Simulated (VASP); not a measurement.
Here is the system:

```
CoS
1.0
    3.00300     0.00000     0.00000
    0.00000     3.00300     0.00000
    0.00000     0.00000     3.00300
Co S
1 1
Direct
  0.00000   0.00000   0.00000
  0.50000   0.50000   0.50000
```
Starting moments (μB, in the order of the record's atoms Co S): 3.0 0.0.

These are PBEsol GGA, VASP's PBE PAW potentials (set 64) (plane waves; VASP) values and carry that method's errors. Run with 400 eV cut-off, 11×11×11 Γ-centred mesh, first-order Methfessel-Paxton smearing of 0.10 eV, potentials Co S.

Energy and stress use the plane-wave basis of the starting cell. The moments were started parallel, and other spin orders were not tried in this run.

### Question
The ions, cell shape and volume are relaxed. What does this cell relax into?

### Answer

```
CoS
1.0
    2.83013     0.00000     0.00000
    0.00000     2.83013     0.00000
    0.00000     0.00000     2.83013
Co S
1 1
Cartesian
  0.00000   0.00000   0.00000
  1.41506   1.41506   1.41506
```
Space group Pm-3m (221), at a tolerance of 0.03 Å. The cell ends with 0.66 μB, on the sites 0.67 0.01 μB.

### Question
How do energy and volume change from the first to the last step?

### Answer
The energy (σ→0) changes by -163.7 meV/atom and the volume by -16.3 %, in 5 ionic steps.

| step | E(σ→0) (eV) | max force (eV/Å) | pressure (GPa) | volume (Å³) |
|---|---|---|---|---|
| 1 | -11.6851 | 0.000 | -20.26 | 27.08 |
| 2 | -11.9272 | 0.000 | 17.05 | 20.91 |
| 3 | -12.0125 | 0.000 | -0.21 | 22.70 |
| 4 | -12.0125 | 0.000 | 0.25 | 22.61 |
| 5 | -12.0126 | 0.000 | -0.09 | 22.67 |

The structure was generated: CoS was put into the CsCl type type (Pm-3m), which need not be its known phase. This run relaxes it. Symmetry was kept, so distortions that lower it aren't found.
